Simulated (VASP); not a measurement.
Input:

```xyz
5
Lattice="5.6454 0.0000 0.0000 0.0000 5.6454 0.0000 0.0000 0.0000 5.6454" Properties=species:S:1:pos:R:3 pbc="T T T"
Cs     0.0000     0.0000     0.0000
Pb     2.8227     2.8227     2.8227
Cl     2.8227     0.0000     2.8227
Cl     0.0000     2.8227     2.8227
Cl     2.8227     2.8227     0.0000
```

Method: SCAN meta-GGA, VASP's PBE PAW potentials (set 64) (plane waves; VASP). Settings: 520 eV cut-off, 5×5×5 Γ-centred mesh, tetrahedra with Blöchl corrections, potentials Cs_sv Pb_d Cl.

The cores are frozen, which limits the accuracy of field gradients.

Give the principal components of the electric field gradient (V/Å²) and the asymmetry η at each nucleus.

```json
[
 {"atom": "Cs1", "Vxx": "0.0", "Vyy": "0.0", "Vzz": "0.0", "η": "-"},
 {"atom": "Pb2", "Vxx": "0.0", "Vyy": "0.0", "Vzz": "0.0", "η": "-"},
 {"atom": "Cl3", "Vxx": "-40.8", "Vyy": "-40.8", "Vzz": "81.7", "η": "0.00"},
 {"atom": "Cl4", "Vxx": "-40.8", "Vyy": "-40.8", "Vzz": "81.7", "η": "0.00"},
 {"atom": "Cl5", "Vxx": "-40.8", "Vyy": "-40.8", "Vzz": "81.7", "η": "0.00"}
]
```

The compound is CsPbCl3 in the cubic perovskite structure, the ideal cubic form; the compound distorts at low or room temperature. It was relaxed first.
